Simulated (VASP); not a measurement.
Output of a VASP run:

File OSZICAR:
```
       N       E                     dE             d eps       ncg     rms          rms(c)
DAV:   1     0.674396077258E+02    0.67440E+02   -0.82218E+03  1520   0.119E+03
DAV:   2    -0.308130839868E+02   -0.98253E+02   -0.89819E+02  2248   0.257E+02
DAV:   3    -0.349797795873E+02   -0.41667E+01   -0.41438E+01  1932   0.567E+01
DAV:   4    -0.350183100711E+02   -0.38530E-01   -0.38514E-01  1896   0.608E+00
DAV:   5    -0.350188667157E+02   -0.55664E-03   -0.55657E-03  1912   0.727E-01    0.117E+01
RMM:   6    -0.314514696377E+02    0.35674E+01   -0.82589E+00  1512   0.219E+01    0.498E+00
RMM:   7    -0.312687638431E+02    0.18271E+00   -0.20104E+00  1512   0.117E+01    0.314E+00
RMM:   8    -0.312117944771E+02    0.56969E-01   -0.41446E-01  1512   0.526E+00    0.100E+00
RMM:   9    -0.311796687504E+02    0.32126E-01   -0.63654E-02  1512   0.246E+00    0.243E-01
RMM:  10    -0.311819631156E+02   -0.22944E-02   -0.35946E-02  1512   0.143E+00    0.284E-01
RMM:  11    -0.311802126098E+02    0.17505E-02   -0.37989E-03  1512   0.686E-01    0.101E-01
RMM:  12    -0.311801135221E+02    0.99088E-04   -0.12816E-03  1512   0.292E-01    0.107E-02
RMM:  13    -0.311801272766E+02   -0.13754E-04   -0.11108E-04  1480   0.117E-01    0.715E-03
RMM:  14    -0.311801305391E+02   -0.32625E-05   -0.26693E-05  1183   0.427E-02
   1 F= -.31180131E+02 E0= -.31180131E+02  d E =-.311801E+02
```

File OUTCAR:
```
------------------------ aborting loop because EDIFF is reached ----------------------------------------
  FORCE on cell =-STRESS in cart. coord.  units (eV):
  Direction    XX          YY          ZZ          XY          YZ          ZX
  --------------------------------------------------------------------------------------
  Total        0.0745818      0.0745818      0.0177959      0.0000000     -0.0000000      0.0000000
  in kB        3.3441243      3.3441255      0.7979404      0.0000000     -0.0000000      0.0000000
  external PRESSURE =       2.4953967 kB  Pullay stress =       0.0000000 kB
  volume of cell :       35.73
      direct lattice vectors                 reciprocal lattice vectors
     2.509964871  0.000000000  0.000000000     0.398411950  0.230023205  0.000000000
    -1.254982436  2.173693733  0.000000000     0.000000000  0.460046411  0.000000000
     0.000000000  0.000000000  6.549299701     0.000000000  0.000000000  0.152688080
  FREE ENERGIE OF THE ION-ELECTRON SYSTEM (eV)
  ---------------------------------------------------
  free  energy   TOTEN  =       -31.1801305391 eV

  energy  without entropy=      -31.1801305391  energy(sigma->0) =      -31.18013054

 reached required accuracy - stopping structural energy minimisation
```
(Selected blocks of OUTCAR.)

**POSCAR**
```
BN
1
    2.5099648713     0.0000000000     0.0000000000
   -1.2549824356     2.1736937328     0.0000000000
    0.0000000000     0.0000000000     6.5492997014
B N
2 2
Direct
  0.6666670000   0.3333330000   0.7500000000
  0.3333330000   0.6666670000   0.2500000000
  0.3333330000   0.6666670000   0.7500000000
  0.6666670000   0.3333330000   0.2500000000
```

Question: Write an INCAR and KPOINTS that could have produced this output.

Answer: One answer among several that fit: the input of the run itself, optB88-vdW, plane waves, VASP's PBE PAW potentials (set 64).

INCAR:
```
SYSTEM = BN
PREC = Normal; ENCUT = 500; LREAL = .FALSE.
LASPH = .TRUE.
EDIFF = 1E-5; NELM = 100; NELMIN = 4
ALGO = Fast
ISMEAR = 0; SIGMA = 0.05
GGA = BO; LUSE_VDW = .TRUE.; AGGAC = 0.0
PARAM1 = 0.1833333333; PARAM2 = 0.22
IBRION = 2; NSW = 20; ISIF = 2
EDIFFG = -0.03
LWAVE = .FALSE.; LCHARG = .FALSE.
```

KPOINTS:
```
Automatic mesh
0
Gamma
13 13 5
0 0 0
```

POTCAR, in this order: B N (PBE.64 set). Program: vasp_std.

The compound is BN in the hex structure. It was relaxed first.
